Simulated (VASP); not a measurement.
Here is the system:

```yaml
crystal:
  lattice:
    - [3.38891, 0.00000, 0.00000]
    - [0.00000, 4.43724, 0.00000]
    - [0.00000, 0.00000, 5.40906]
  atoms:
    - { symbol: Fe, position: [0.00000, 0.00000, 0.00000] }
    - { symbol: Fe, position: [0.50000, 0.50000, 0.50000] }
    - { symbol: S, position: [0.00000, 0.20547, 0.37558] }
    - { symbol: S, position: [0.50000, 0.70547, 0.12442] }
    - { symbol: S, position: [0.50000, 0.29453, 0.87558] }
    - { symbol: S, position: [0.00000, 0.79453, 0.62442] }
```

Computed with PBE GGA with spin-orbit coupling, VASP's PBE PAW potentials (set 64) (plane waves; VASP). Numerical set-up: 400 eV cut-off, 6×5×4 Γ-centred mesh, Gaussian smearing of 0.050 eV, potentials Fe S.

### Question
Give the energies of bands 33 to 46 at the high-symmetry points, in eV from the valence-band maximum.

### Answer

```csv
band,Γ,X,S,Y,Z,U,R,T
33,-0.96,-0.68,-1.14,-0.83,-0.91,-0.79,-0.62,-1.46
34,-0.96,-0.68,-1.14,-0.83,-0.91,-0.79,-0.62,-1.46
35,-0.82,-0.68,-1.14,-0.83,-0.91,-0.76,-0.62,-1.42
36,-0.82,-0.68,-1.14,-0.83,-0.91,-0.76,-0.62,-1.42
37,-0.75,-0.14,-0.93,-0.35,-0.45,-0.39,-0.39,-0.43
38,-0.75,-0.14,-0.93,-0.35,-0.45,-0.39,-0.39,-0.43
39,-0.47,-0.14,-0.93,-0.35,-0.45,-0.36,-0.39,-0.41
40,-0.47,-0.14,-0.93,-0.35,-0.45,-0.36,-0.39,-0.41
41,1.10,1.82,1.35,1.07,1.46,1.47,1.55,0.81
42,1.10,1.82,1.35,1.07,1.46,1.47,1.55,0.81
43,1.37,1.82,1.35,1.07,1.46,1.47,1.55,0.85
44,1.37,1.82,1.35,1.07,1.46,1.47,1.55,0.85
45,2.66,1.84,2.00,2.42,1.68,1.82,2.05,2.23
46,2.66,1.84,2.00,2.42,1.68,1.82,2.05,2.23
```

The gap is indirect, 0.82 eV, from the valence maximum at (0.00, 0.40, 0.00) to the conduction minimum at T.

The compound is FeS2 in the marcasite structure. It was relaxed first.
